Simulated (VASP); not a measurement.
Input:

```
In
1.0
   -1.62500     1.62500     2.47500
    1.62500    -1.62500     2.47500
    1.62500     1.62500    -2.47500
In
1
Direct
  0.00000   0.00000   0.00000
```

Calculation: AM05 GGA, VASP's PBE PAW potentials (set 64) (plane waves; VASP). Numerical set-up: 520 eV cut-off, 14×14×14 Γ-centred mesh, first-order Methfessel-Paxton smearing of 0.10 eV, potentials In_d.

Energy and stress use the plane-wave basis of the starting cell.

### Question
The ions, cell shape and volume are relaxed. What does this cell relax into?

### Answer

```
In
1.0
   -1.60703     1.60703     2.47383
    1.60703    -1.60703     2.47383
    1.60703     1.60703    -2.47383
In
1
Direct
  0.00000   0.00000   0.00000
```
Space group I4/mmm (139), at a tolerance of 0.03 Å.

### Question
How do energy and volume change from the first to the last step?

### Answer
The energy (σ→0) changes by -2.1 meV/atom and the volume by -2.2 %, in 5 ionic steps.

The compound is In in the bct structure. This run relaxes it. Symmetry was kept, so distortions that lower it aren't found.
